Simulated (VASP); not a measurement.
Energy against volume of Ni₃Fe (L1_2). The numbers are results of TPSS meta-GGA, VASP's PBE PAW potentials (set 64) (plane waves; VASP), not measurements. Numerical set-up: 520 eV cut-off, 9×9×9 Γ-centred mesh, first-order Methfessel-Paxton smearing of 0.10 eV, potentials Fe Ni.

```json
[
 {"V (Å³/atom)": "10.446", "E (eV/atom)": "-14.04297"},
 {"V (Å³/atom)": "10.769", "E (eV/atom)": "-14.04979"},
 {"V (Å³/atom)": "11.092", "E (eV/atom)": "-14.04423"},
 {"V (Å³/atom)": "11.415", "E (eV/atom)": "-14.02763"}
]
```

### Question
Fit these four points and predict the energy of the run at 10.123 Å³/atom.

### Answer
A cubic in V^(−2/3), the third-order Birch-Murnaghan form, passes through the four points with V0 = 10.78 Å³/atom and B0 = 204 GPa, and gives -14.0223 eV/atom there. The run gave -14.0218 eV/atom, +0.5 meV/atom from the fit; all five points give B0 = 206 GPa.

The compound is Ni3Fe in the L1_2 structure. It was relaxed first.
